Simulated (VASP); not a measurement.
Input of a VASP 6.6.1 run:

The input INCAR:

```
SYSTEM = RuF2
  PREC = Accurate
  ENCUT = 520
  EDIFF = 1E-7
  ISMEAR = 0
  SIGMA = 0.05
  LREAL = .False.
  LASPH = .True.
  NELM = 60
  ALGO = Normal
  ISIF = 2
  LWAVE = .False.
  LCHARG = .False.
  ISPIN = 2
  MAGMOM = 0 0 0
  LORBIT = 11
  LMAXMIX = 4
  LDAU = .True.
  LDAUTYPE = 2
  LDAUL = 2 -1
  LDAUU = 6 0
  LDAUJ = 0 0
  LDAUPRINT = 1
  NBANDS = 25
```

KPOINTS

```
Automatic mesh
0
Gamma
  7 7 7
  0 0 0
```

Contents of POSCAR:

```
RuF2
1.0
    0.0000000000      2.4087449400      2.4087449400
    2.4087449400      0.0000000000      2.4087449400
    2.4087449400      2.4087449400      0.0000000000
Ru F
1 2
Direct
    0.0000000000      0.0000000000      0.0000000000
    0.2500000000      0.2500000000      0.2500000000
    0.7500000000      0.7500000000      0.7500000000
```

Potentials or basis: VASP PAW LDA potentials, release 64 (Ru_pv, F).

Command:

```sh
$ cat potpaw_LDA.64/Ru_pv/POTCAR potpaw_LDA.64/F/POTCAR > POTCAR
$ mpirun -np 1 vasp_std > vasp.out
```

Problem. Estimate the net moment.

Solution. 0.00 μB per cell.

Problem. What does it give for the pressure?

Solution. 45.6 GPa.

Eigenvalues of the final occupation matrices:
```csv
site,spin,trace,eigenvalues
site 1 d,1,3.12,0.44 0.44 0.44 0.90 0.90
site 1 d,2,3.12,0.44 0.44 0.44 0.90 0.90
```

Caveat: a pressure of tens of GPa on the cell as given is suspect, and the run, the potentials or the cell itself is likely at fault.
